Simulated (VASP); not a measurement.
# Cu (Copper) with LDA: from relaxation to properties, part 2 of 4

What structure does Cu (Copper) take at this level, and what are its properties? The start is a cell from a database of measured crystal structures.

VASP 6.6.1; LDA; plane waves and PAW (Cu).

Still holding for the runs below: This run has no spin polarisation. Its electron count is odd, so without a moment it is a metal by construction.

So far. Step 3 (Relaxing cell and atoms (LDA)): It ends with forces that vanish by symmetry and a pressure of -0.11 GPa. The volume lies -7.8 % from that of the database's start, which holds the thermal and zero-point expansion of its experiment. LDA is known to overbind. Step 4 (Second relaxation): It ends with forces that vanish by symmetry and a pressure of -0.05 GPa. The volume moved by under 0.01 %: the run met its threshold at the first step.

## Step 5: Single point with fields (LDA)

The relaxed cell gets a fresh self-consistent run, on a basis set for its own volume, to fix the density and to check the remaining stress.

INCAR reads:

```
SYSTEM = Cu
PREC = Accurate
ENCUT = 400
EDIFF = 1E-06
NELM = 100
ISMEAR = 1
SIGMA = 0.2
LREAL = .FALSE.
ALGO = Normal
GGA = CA
NBANDS = 11
LASPH = .TRUE.
LORBIT = 11
LWAVE = .FALSE.
LCHARG = .TRUE.
ISIF = 2
LELF = .TRUE.
LVHAR = .TRUE.
```

POSCAR reads:

```
Cu
1.0
    0.0000000000      1.7590729518      1.7590729518
    1.7590729518      0.0000000000      1.7590729518
    1.7590729518      1.7590729518      0.0000000000
Cu
1
Direct
    0.0000000000      0.0000000000      0.0000000000
```

KPOINTS reads:

```
Automatic mesh
0
Gamma
13 13 13
0 0 0
```

The projector-augmented-wave data sets are Cu (LDA family, release 64).

On the command line:

```sh
$ mpirun -np 2 vasp_std
```

The program printed:

```text
[banner, memory and clock lines left out]
running    2 mpi-ranks, on    1 nodes
 distrk:  each k-point on    2 cores,    1 groups
 distr:  one band on    1 cores,    2 groups

 POSCAR found type information on POSCAR Cu
 POSCAR found :  1 types and       1 ions
 LDA part: xc-table for (Slater(with rela. corr.)+CA(PZ))
 , standard interpolation
|                                                                             |
|           W    W    AA    RRRRR   N    N  II  N    N   GGGG   !!!           |
|           W    W   A  A   R    R  NN   N  II  NN   N  G    G  !!!           |
|           W    W  A    A  R    R  N N  N  II  N N  N  G       !!!           |
|           W WW W  AAAAAA  RRRRR   N  N N  II  N  N N  G  GGG   !            |
|           WW  WW  A    A  R   R   N   NN  II  N   NN  G    G                |
|           W    W  A    A  R    R  N    N  II  N    N   GGGG   !!!           |
|                                                                             |
|     The number of bands has been changed from the values supplied in        |
|     The orbitals not found in the WAVECAR file will be initialized with     |
|     random numbers, which is usually adequate. For correlated               |
|     calculations, however, you should redo the groundstate calculation.     |
|     I found NBANDS = 11. Now, NBANDS = 12.                                  |
|                                                                             |

 POSCAR, INCAR and KPOINTS ok, starting setup
 FFT: planning ... GRIDC
 FFT: planning ... GRID_SOFT
 FFT: planning ... GRID
 WAVECAR not read
 entering main loop
       N       E                     dE             d eps       ncg     rms          rms(c)
DAV:   1     0.348828234805E+02    0.34883E+02   -0.46233E+03  2348   0.132E+03
DAV:   2    -0.466682575424E+01   -0.39550E+02   -0.36394E+02  2096   0.186E+02
DAV:   3    -0.572419480730E+01   -0.10574E+01   -0.10511E+01  2388   0.348E+01
DAV:   4    -0.573072998468E+01   -0.65352E-02   -0.65343E-02  2336   0.232E+00
DAV:   5    -0.573078883704E+01   -0.58852E-04   -0.58851E-04  2392   0.226E-01    0.805E+00
DAV:   6    -0.508199679587E+01    0.64879E+00   -0.14845E+01  2424   0.754E+01    0.370E+00
DAV:   7    -0.472927635078E+01    0.35272E+00   -0.21953E+00  2404   0.290E+01    0.632E-01
DAV:   8    -0.471316550745E+01    0.16111E-01   -0.57923E-03  2400   0.963E-01    0.286E-01
DAV:   9    -0.471159151524E+01    0.15740E-02   -0.72826E-03  2500   0.148E+00    0.122E-02
DAV:  10    -0.471160280360E+01   -0.11288E-04   -0.22466E-05  2268   0.614E-02    0.438E-03
DAV:  11    -0.471160477131E+01   -0.19677E-05   -0.62107E-07  1720   0.965E-03    0.417E-04
DAV:  12    -0.471160477646E+01   -0.51530E-08   -0.64379E-08  1232   0.288E-03
   1 F= -.47116048E+01 E0= -.47115217E+01  d E =-.249185E-03
```

Elapsed: 6.4 s, on 2 MPI ranks of AMD EPYC 7R43, shared host; peak memory 0.14 GiB; 11 s of CPU time.

From OUTCAR (step 5):

```text
The static configuration has the point symmetry O_h .

 Found     84 irreducible k-points:

   k-points           NKPTS =     84   k-points in BZ     NKDIM =     84   number of bands    NBANDS=     12

   NELECT =      11.0000    total number of electrons

 E-fermi :   8.6032

 k-point     1 :       0.0000    0.0000    0.0000
  band No.  band energies     occupation
    ...
      2       5.0677      2.00000
      3       5.0677      2.00000
      4       5.0677      2.00000
      5       6.0172      2.00000
      6       6.0172      2.00000
      7      31.7280      0.00000
      8      34.8469      0.00000
      9      34.8469      0.00000
     10      34.8469      0.00000
     11      37.4654      0.00000
    ...

 k-point     2 :       0.0769    0.0000    0.0000
  band No.  band energies     occupation
    ...
      2       5.0162      2.00000
      3       5.1131      2.00000
      4       5.1131      2.00000
      5       5.9996      2.00000
      6       5.9996      2.00000
      7      30.4429      0.00000
      8      32.9216      0.00000
      9      34.2320      0.00000
     10      34.2320      0.00000
     11      38.3758      0.00000
    ...

  Total       -0.0035980     -0.0035980     -0.0035980      0.0000000      0.0000000      0.0000000
  in kB       -0.5295334     -0.5295334     -0.5295334      0.0000000      0.0000000      0.0000000
  external PRESSURE =      -0.5295334 kB  Pullay stress =       0.0000000 kB

  FREE ENERGIE OF THE ION-ELECTRON SYSTEM (eV)
  ---------------------------------------------------
  free  energy   TOTEN  =        -4.7116047765 eV

  energy  without entropy=       -4.7113555914  energy(sigma->0) =       -4.71152171

[... 10 parts as in an earlier step ...]

[... 4 further parts left out ...]
```

Numbers from this step:

```yaml
scf_cycles: 12
bands: 12
pressure: -0.05295 GPa
```

Valence electrons inside each PAW sphere by angular momentum. Sphere charges, by row:

| atom | s (e) | p (e) | d (e) | tot (e) |
| --- | --- | --- | --- | --- |
| Cu1 | 0.48 | 0.446 | 9.186 | 10.11 |

ELF in the ac plane of the conventional cell at fractional y = 0.000, with atoms of Cu within 0.2 Å of it. It is the smooth field of the valence electrons, not physical close to the nuclei.

Ten even steps from '_' (0.01) to '@' (0.24), each cell a mean:
```
____--##%%@@@@@@@@%%%%**::__
..::**%%%%@@@@@@@@@@%%##==::
**##%%%%@@%%%%%%%%@@@@%%##**
%%%%%%@@%%%%######%%@@@@%%%%
%%@@@@%%%%**----==##%%@@@@%%
@@@@@@%%##::____..==##%%@@@@
@@@@%%%%**..______--##%%@@@@
@@@@%%%%**::______--##%%@@@@
@@@@@@%%##==::..::**%%%%@@@@
%%%%@@@@%%##****##%%%%@@%%%%
####%%@@@@%%%%%%%%%%@@%%%%##
--==##%%@@@@%%%%@@@@%%%%**--
__..==##%%@@@@@@@@@@%%##::__
____--##%%@@@@@@@@%%%%**..__
```
Columns run along a (3.5 Å), rows up along c (3.5 Å), edges of the conventional cell, whose origin can differ from the input's. Atoms in or near the plane, at fractional coordinates: Cu at (0.00, 0.00), Cu at (0.50, 0.50).

Valence density in the ac plane of the conventional cell at fractional y = 0.000, with atoms of Cu within 0.2 Å of it. It is the smooth field of the valence electrons, not physical close to the nuclei.

Ten even steps from '_' (0 e/Å³) to '@' (16 e/Å³), each cell a mean:
```
%%++..__________________--**
==::____________________..--
____________________________
____________________________
____________..::..__________
__________::++**==..________
__________==%%@@**::________
__________--**%%++..________
__________..--==::__________
____________________________
____________________________
::..______________________..
**==..__________________::++
@@**::__________________==%%
```
Columns run along a (3.5 Å), rows up along c (3.5 Å), edges of the conventional cell, whose origin can differ from the input's. Atoms in or near the plane, at fractional coordinates: Cu at (0.00, 0.00), Cu at (0.50, 0.50).

Electrostatic potential energy in the ac plane of the conventional cell at fractional y = 0.000, with atoms of Cu within 0.2 Å of it. With pseudopotentials it is smooth inside the atoms' cores, unlike the true potential.

Values in eV, 14 rows by 14 columns, each cell a mean:
```
-51 -47 -35 -16  -2   1   2   2   2   1  -6 -23 -40 -49
-43 -38 -26 -10  -1   1   1   1   1   0  -3 -15 -31 -40
-26 -21 -11  -3  -1  -1  -2  -3  -1   0  -1  -5 -15 -23
 -7  -5  -2  -1  -3 -10 -16 -19 -15  -7  -2  -1  -3  -6
  1   1   0  -2 -11 -26 -35 -37 -32 -20  -7   0   0   1
  2   2   1  -5 -21 -38 -47 -49 -45 -32 -15  -1   1   2
  3   2   1  -7 -26 -43 -51 -52 -49 -37 -19  -3   1   2
  2   2   1  -6 -23 -40 -49 -51 -47 -35 -16  -2   1   2
  1   1   0  -3 -15 -31 -40 -43 -38 -26 -10  -1   1   1
 -3  -1   0  -1  -5 -15 -23 -26 -21 -11  -3  -1  -1  -2
-19 -15  -7  -2  -1  -3  -6  -7  -5  -2  -1  -3 -10 -16
-37 -32 -20  -7   0   0   1   1   1   0  -2 -11 -26 -35
-49 -45 -32 -15  -1   1   2   2   2   1  -5 -21 -38 -47
-52 -49 -37 -19  -3   1   2   3   2   1  -7 -26 -43 -51
```
Columns run along a (3.5 Å; values clipped at the 3rd and 97th percentile), rows up along c (3.5 Å), edges of the conventional cell, whose origin can differ from the input's. Atoms in or near the plane, at fractional coordinates: Cu at (0.00, 0.00), Cu at (0.50, 0.50).

In this run the pressure is -0.05 GPa, small enough to go on.

## Step 6: Bands along the symmetry lines (LDA)

Levels along the symmetry lines show where the bands peak and cross; KPOINTS_OPT computes them in the converged potential.

INCAR reads:

```
SYSTEM = Cu
PREC = Accurate
ENCUT = 400
EDIFF = 1E-06
NELM = 100
ISMEAR = 1
SIGMA = 0.2
LREAL = .FALSE.
ALGO = Normal
GGA = CA
NBANDS = 16
LASPH = .TRUE.
LORBIT = 11
LWAVE = .FALSE.
LCHARG = .FALSE.
KPAR = 2
```

POSCAR is that of step 5.

KPOINTS is that of step 5.

KPOINTS_OPT reads:

```
Line mode
16
Line-mode
Reciprocal
  0.00000000   0.00000000   0.00000000 GAMMA
  0.50000000   0.00000000   0.50000000 X

  0.50000000   0.00000000   0.50000000 X
  0.50000000   0.25000000   0.75000000 W

  0.50000000   0.25000000   0.75000000 W
  0.37500000   0.37500000   0.75000000 K

  0.37500000   0.37500000   0.75000000 K
  0.00000000   0.00000000   0.00000000 GAMMA

  0.00000000   0.00000000   0.00000000 GAMMA
  0.50000000   0.50000000   0.50000000 L

  0.50000000   0.50000000   0.50000000 L
  0.62500000   0.25000000   0.62500000 U

  0.62500000   0.25000000   0.62500000 U
  0.50000000   0.25000000   0.75000000 W

  0.50000000   0.25000000   0.75000000 W
  0.50000000   0.50000000   0.50000000 L

  0.50000000   0.50000000   0.50000000 L
  0.37500000   0.37500000   0.75000000 K

  0.62500000   0.25000000   0.62500000 U
  0.50000000   0.00000000   0.50000000 X
```

On the command line:

```sh
$ mpirun -np 2 vasp_std
```

The program printed:

```text
[... set-up lines as in an earlier step ...]
 entering main loop
       N       E                     dE             d eps       ncg     rms          rms(c)
DAV:   1     0.356114652919E+02    0.35611E+02   -0.40540E+03  3168   0.996E+02
DAV:   2    -0.441790931348E+01   -0.40029E+02   -0.36361E+02  3016   0.169E+02
DAV:   3    -0.572482690166E+01   -0.13069E+01   -0.13045E+01  3264   0.295E+01
DAV:   4    -0.573074542783E+01   -0.59185E-02   -0.59182E-02  3232   0.180E+00
DAV:   5    -0.573078923100E+01   -0.43803E-04   -0.43803E-04  3312   0.159E-01    0.805E+00
DAV:   6    -0.508255588711E+01    0.64823E+00   -0.13352E+01  3480   0.565E+01    0.370E+00
DAV:   7    -0.472933627444E+01    0.35322E+00   -0.19620E+00  3456   0.217E+01    0.635E-01
DAV:   8    -0.471311560028E+01    0.16221E-01   -0.53225E-03  3408   0.722E-01    0.282E-01
DAV:   9    -0.471159230961E+01    0.15233E-02   -0.65684E-03  3576   0.109E+00    0.113E-02
DAV:  10    -0.471160269277E+01   -0.10383E-04   -0.18142E-05  2952   0.452E-02    0.420E-03
DAV:  11    -0.471160477530E+01   -0.20825E-05   -0.55214E-07  2680   0.797E-03    0.404E-04
DAV:  12    -0.471160477765E+01   -0.23554E-08   -0.40897E-08  1600   0.173E-03
   1 F= -.47116048E+01 E0= -.47115217E+01  d E =-.249184E-03
 Start KPOINTS_OPT (optional k-point list driver)
k-point batch [1-84\160]
       N       E                     dE             ncg
DAV:   1     0.779275617821E+04   -0.24298E+05     3232
DAV:   2     0.454437360636E+04   -0.32484E+04     2896
DAV:   3     0.443377237869E+04   -0.11060E+03     3488
DAV:   4     0.443316365985E+04   -0.60872E+00     3160
DAV:   5     0.443315890879E+04   -0.47511E-02     3536
DAV:   6     0.443315885065E+04   -0.58140E-04     3168
DAV:   7     0.443315884994E+04   -0.70917E-06     2792
k-point batch [85-160\160]
       N       E                     dE             ncg
DAV:   1     0.108283001166E+05   -0.33361E+05     2944
DAV:   2     0.783556242499E+04   -0.29927E+04     2760
DAV:   3     0.774163181859E+04   -0.93931E+02     3040
DAV:   4     0.774116148849E+04   -0.47033E+00     3008
DAV:   5     0.774115752989E+04   -0.39586E-02     3080
DAV:   6     0.774115747921E+04   -0.50681E-04     3080
DAV:   7     0.774115747861E+04   -0.60198E-06     2376
```

It took 12 s on 2 MPI ranks; peak memory 0.16 GiB.

Parts of OUTCAR (step 6):

```text
   k-points           NKPTS =     84   k-points in BZ     NKDIM =     84   number of bands    NBANDS=     16

   NELECT =      11.0000    total number of electrons

 E-fermi :   8.6032

  Total       -0.0037092     -0.0037092     -0.0037092      0.0000000     -0.0000000      0.0000000
  in kB       -0.5458994     -0.5458994     -0.5458994      0.0000000     -0.0000000      0.0000000
  external PRESSURE =      -0.5458994 kB  Pullay stress =       0.0000000 kB

 POSITION                                       TOTAL-FORCE (eV/Angst)
 -----------------------------------------------------------------------------------
      0.00000      0.00000      0.00000         0.000000      0.000000      0.000000
 -----------------------------------------------------------------------------------
    total drift:                                0.000000      0.000000      0.000000

  FREE ENERGIE OF THE ION-ELECTRON SYSTEM (eV)
  ---------------------------------------------------
  free  energy   TOTEN  =        -4.7116047777 eV

  energy  without entropy=       -4.7113555939  energy(sigma->0) =       -4.71152172

[... 15 parts as in an earlier step ...]

[... 2 further parts left out ...]
```

This step gave:

* bands: 16
* pressure: -0.05459 GPa

Electronic bands along the path, in eV, zero at the Fermi level; # counts the bands kept:

| point | #2 | #3 | #4 | #5 | #6 | #7 |
| --- | --- | --- | --- | --- | --- | --- |
| Γ | -3.54 | -3.54 | -3.54 | -2.59 | -2.59 | 23.12 |
| 0.53 of the way | -4.43 | -3.09 | -2.69 | -2.69 | -2.24 | 17.24 |
| X | -5.12 | -1.96 | -1.78 | -1.78 | 1.23 | 7.50 |
| 0.47 of the way | -4.90 | -2.75 | -2.21 | -1.78 | 2.80 | 7.74 |
| W | -4.11 | -4.11 | -2.64 | -1.78 | 6.31 | 6.31 |
| 0.47 of the way | -4.54 | -3.60 | -2.54 | -1.87 | 4.92 | 6.26 |
| K | -4.71 | -3.25 | -2.44 | -2.01 | 4.33 | 5.85 |
| 0.47 of the way | -4.10 | -3.56 | -2.98 | -2.88 | -1.60 | 12.79 |
| Γ | -3.54 | -3.54 | -3.54 | -2.59 | -2.59 | 23.12 |
| 0.53 of the way | -3.81 | -3.37 | -3.37 | -2.45 | -2.45 | 12.10 |
| L | -3.57 | -3.57 | -1.94 | -1.94 | -1.42 | 3.95 |
| 0.53 of the way | -4.12 | -3.49 | -3.10 | -2.01 | 1.65 | 4.34 |
| U | -4.71 | -3.25 | -2.44 | -2.01 | 4.33 | 5.85 |
| 0.53 of the way | -4.54 | -3.60 | -2.54 | -1.87 | 4.92 | 6.26 |
| W | -4.11 | -4.11 | -2.64 | -1.78 | 6.31 | 6.31 |
| 0.47 of the way | -4.27 | -3.68 | -2.96 | -2.01 | 2.29 | 4.51 |
| L | -3.57 | -3.57 | -1.94 | -1.94 | -1.42 | 3.95 |
| 0.47 of the way | -4.00 | -3.38 | -3.20 | -2.00 | 1.17 | 4.23 |
| K | -4.71 | -3.25 | -2.44 | -2.01 | 4.33 | 5.85 |
| jump to U | -4.71 | -3.25 | -2.44 | -2.01 | 4.33 | 5.85 |
| 0.53 of the way | -5.01 | -2.32 | -2.08 | -1.83 | 2.12 | 7.61 |
| X | -5.12 | -1.96 | -1.78 | -1.78 | 1.23 | 7.50 |

The electronic bands as a text plot (rows in eV, shown from -8.0 to 4.0 only):

```
    3.7 |                                           *   *
    3.2 |                                                   * *
    2.7 |                 *                  *
    2.2 |          *                                           *
    1.7 |         *                                  *     *
    1.2 |        *                          *                   *
    0.7 |                                             *
    0.2 |       *          *                              *
   -0.3 |                   *              *           *
   -0.8 |                                                *
   -1.3 |                                 *             *
   -1.8 |      **********    *           ****  *************  ***
   -2.3 |  *****  ***   ****  **      *** *  ****           ****
   -2.8 |*** **    * *** *************  *  * **  ****  * *  * *
   -3.3 | ****      *   *     ***  ******  ** ***    *** *** *
   -3.8 |***         *** ** ************ *****   *  ******* *
   -4.3 |   **       **   ****               *   *** *     **
   -4.8 |     **   *********                 ********       ***
   -5.3 |       *****       *               *        **   **  ***
   -5.8 |      ****                      ***           ***      *
   -6.3 |     *                         *
   -6.8 |    *               *         *
   -7.3 |
   -7.8 |                             *
         Γ       X    W  K        Γ      L     U  W     L   K|U X
```

There is no gap at this level.

Of the bands kept, 1 crosses the Fermi level on this path.

[end of part 2 of 4]

[Lines on the potential files, build, host, timing and source positions are cut from VASP's logs without a mark.]

[Logs are printed without paths, hosts, clocks, repeated set-up lines and the standing remarks that a program may print on its own settings, such as how far it seeks lower states.]

[Hosts, paths, dates, database ids (printed as entryN), source tags and the programs' standing remarks are cut or masked in the printed files.]

[A measured line is paired with the nearest computed mode of its activity, which favours agreement.]
